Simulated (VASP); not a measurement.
Wanted: the native input for a VASP 6.6.1 run.

* Task: relaxation of cell and atoms
* Functional: PBE
* Potentials or basis: VASP PAW PBE potentials, release 64 (Ta_pv, Si, N)
* Cutoff: 520 eV
* k mesh: 4 × 4 × 2
* Occupations: gaussian, width 0.15 eV
* Spin: no spin polarisation
* Further INCAR settings: PREC = Normal; ALGO = Fast; EDIFF = 0.0001; IBRION = 2; EDIFFG = -0.08; NSW = 24; ISIF = 3

The structure of Ta3Si3N lies in POSCAR:

```
Ta3Si3N
1.0
    3.2000000000      0.0000000000      0.0000000000
    0.0000000000      3.2000000000      0.0000000000
    0.0000000000      0.0000000000      9.8500000000
Ta Si N
3 3 1
Direct
    0.0000000000      0.0000000000      0.7800000000
    0.0000000000      0.0000000000      0.2200000000
    0.5000000000      0.5000000000      0.0000000000
    0.5000000000      0.5000000000      0.3300000000
    0.5000000000      0.5000000000      0.6700000000
    0.0000000000      0.0000000000      0.5000000000
    0.0000000000      0.0000000000      0.0000000000
```

The cell was built by a generator and needn't be a form met in nature.

One way to write it, as run:

INCAR

```
SYSTEM = Ta3Si3N
ALGO = Fast
EDIFF = 1E-4
EDIFFG = -0.08
ENCUT = 520
GGA = PE
IBRION = 2
ISIF = 3
ISMEAR = 0
KPAR = 2
LASPH = .True.
LCHARG = .False.
LREAL = .False.
LWAVE = .False.
NELM = 60
NSW = 24
PREC = Normal
SIGMA = 0.15
```

KPOINTS

```
k-points
0
Gamma
  4 4 2
  0 0 0
```

Potentials or basis: VASP PAW PBE potentials, release 64 (Ta_pv, Si, N).

The run is started by

```sh
$ cat potpaw_PBE.64/Ta_pv/POTCAR potpaw_PBE.64/Si/POTCAR potpaw_PBE.64/N/POTCAR > POTCAR
$ mpirun -np 2 vasp_std > vasp.out
```

Results of the run:

```
Relaxed volume                         : 14.12 Å³/atom
Relaxed cell                           : a = 3.244 Å, b = 3.244 Å, c = 9.395 Å, α = 90.00°, β = 90.00°, γ = 90.00°
Space group after relaxing (to 0.05 Å) : P4/mmm (No. 123)
Energy gained by relaxing              : 86.0 meV/atom
Ionic steps                            : 15
Pressure after relaxing                : 0.2 GPa
Largest force after relaxing           : 0.037 eV/Å
Band gap on the k mesh                 : none (metal or under the smearing width)
```

Caveat: the k mesh is coarse (spacing up to 0.49 Å⁻¹), so the values aren't converged; the relaxation stopped at a loose force limit of 0.08 eV/Å, so its end isn't a converged minimum.

Wall time 120 s on 2 MPI ranks on Intel(R) Xeon(R) Platinum 8259CL CPU @ 2.50GHz (Skylake/Cascade Lake), on a shared host, peak memory 0.17 GiB a rank.
